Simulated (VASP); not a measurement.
OSZICAR of a VASP run on CdSe (zinc blende):

File OSZICAR:
```
       N       E                     dE             d eps       ncg     rms          rms(c)
DAV:   1     0.124733649264E+03    0.12473E+03   -0.62553E+03 13478   0.332E+02
DAV:   2     0.933149920602E-01   -0.12464E+03   -0.10942E+03 15078   0.123E+02
DAV:   3    -0.586105696334E+01   -0.59544E+01   -0.59055E+01 15932   0.291E+01
DAV:   4    -0.588176426724E+01   -0.20707E-01   -0.20705E-01 14712   0.179E+00
DAV:   5    -0.588183372210E+01   -0.69455E-04   -0.69454E-04 15278   0.909E-02    0.584E+00
DAV:   6    -0.551967882633E+01    0.36215E+00   -0.15985E-01 14906   0.348E+00    0.457E+00
DAV:   7    -0.549612938601E+01    0.23549E-01   -0.56993E-02 15750   0.874E-01    0.208E+00
DAV:   8    -0.549701316009E+01   -0.88377E-03   -0.10581E-02 14682   0.536E-01    0.198E-01
DAV:   9    -0.549714511749E+01   -0.13196E-03   -0.45379E-04 15477   0.136E-01    0.623E-02
DAV:  10    -0.549724971791E+01   -0.10460E-03   -0.82358E-05 14954   0.412E-02    0.481E-02
DAV:  11    -0.549729142338E+01   -0.41705E-04   -0.24319E-05 14868   0.160E-02    0.123E-02
DAV:  12    -0.549729283085E+01   -0.14075E-05   -0.68909E-07 15756   0.263E-03    0.317E-03
DAV:  13    -0.549729350050E+01   -0.66966E-06   -0.70396E-07 14750   0.250E-03    0.895E-04
DAV:  14    -0.549729352591E+01   -0.25405E-07   -0.13344E-08 14362   0.490E-04
   1 F= -.54972935E+01 E0= -.54972935E+01  d E =-.594526E-23
 imaginary and real dielectric function
```

Which electronic solver shows in the log?

It is blocked Davidson (ALGO = Normal, or the opening steps of other solvers). The INCAR had ALGO = Normal.

Can the final energy be trusted as converged?

The calculation finished and met its thresholds. It stopped with EDIFF = 1E-7, NELM = 100 (PBE GGA, plane waves, VASP's PBE PAW potentials (set 64)). The dielectric response may not be converged in the k-mesh; for small gaps it tends to come out too large.

The compound is CdSe in the zinc blende structure, whereas wurtzite is the usual form. It was relaxed first, which changed the volume by +7 %.
